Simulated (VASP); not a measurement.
Input for VASP

### POSCAR
```
CuZn
1
    3.0090000000     0.0000000000     0.0000000000
    0.0000000000     3.0090000000     0.0000000000
    0.0000000000     0.0000000000     3.0090000000
Zn Cu
1 1
Direct
  0.5000000000   0.5000000000   0.5000000000
  0.0000000000   0.0000000000   0.0000000000
```

### INCAR
```
! general
SYSTEM =CuZn
PREC   =Accurate
ENCUT  =400   ! plane-wave cut-off (eV)
LREAL  =.False.   ! projection in real space or not
LASPH  =.True.   ! aspherical one-centre terms

! electronic loop
EDIFF  =1E-6   ! SCF stop (eV)
NELM   =100
ALGO   =Normal   ! blocked Davidson
LMAXMIX=4

! smearing
ISMEAR =1   ! Methfessel-Paxton
SIGMA  =0.1   ! width (eV)

! functional
GGA    =PE   ! PBE

! ions
ISIF   =2   ! forces and stress, cell fixed

! output
LWAVE  =.False.
LCHARG =.False.
```

File KPOINTS:
```
kpoints
0
M
  6 6 6
0 0 0
```

POTCAR, in this order: Zn Cu (PBE.64 set). Program: vasp_std.

Question: Write an equivalent input for Quantum ESPRESSO's pw.x.

Answer: One equivalent input (not run):
```
&CONTROL
  calculation = 'scf'
  pseudo_dir = './pseudo'
  outdir = './out'
  tprnfor = .true.
  tstress = .true.
/
&SYSTEM
  ibrav = 0
  nat = 2
  ntyp = 2
  ecutwfc = 92
  occupations = 'smearing'
  smearing = 'methfessel-paxton'
  degauss = 0.00735
  input_dft = 'pbe'
/
&ELECTRONS
  conv_thr = 7.3e-08
  electron_maxstep = 100
/
ATOMIC_SPECIES
  Zn 65.380 Zn.upf
  Cu 63.546 Cu.upf
CELL_PARAMETERS angstrom
     3.0090000    0.0000000    0.0000000
     0.0000000    3.0090000    0.0000000
     0.0000000    0.0000000    3.0090000
ATOMIC_POSITIONS crystal
  Zn   0.5000000  0.5000000  0.5000000
  Cu   0.0000000  0.0000000  0.0000000
K_POINTS automatic
  6 6 6 1 1 1
```
What does not carry over: the potentials are each code's own (VASP's PAW set, PseudoDojo norm-conserving files in pw.x), so ENCUT and ecutwfc are chosen apart and not converted; conv_thr bounds pw.x's estimated SCF error, while EDIFF bounds the energy change between steps; an even Monkhorst-Pack mesh in KPOINTS is the half-step-shifted mesh of pw.x.

The compound is CuZn in the CsCl type structure. The cell was not relaxed at this level. The k-mesh is coarse (spacing up to 0.35 per Å, 2π included), so the numbers may not be converged in it. The run is one of a series of settings (KPOINTS 6×6×6 Monkhorst-Pack mesh against the base run), some of them coarse on purpose.
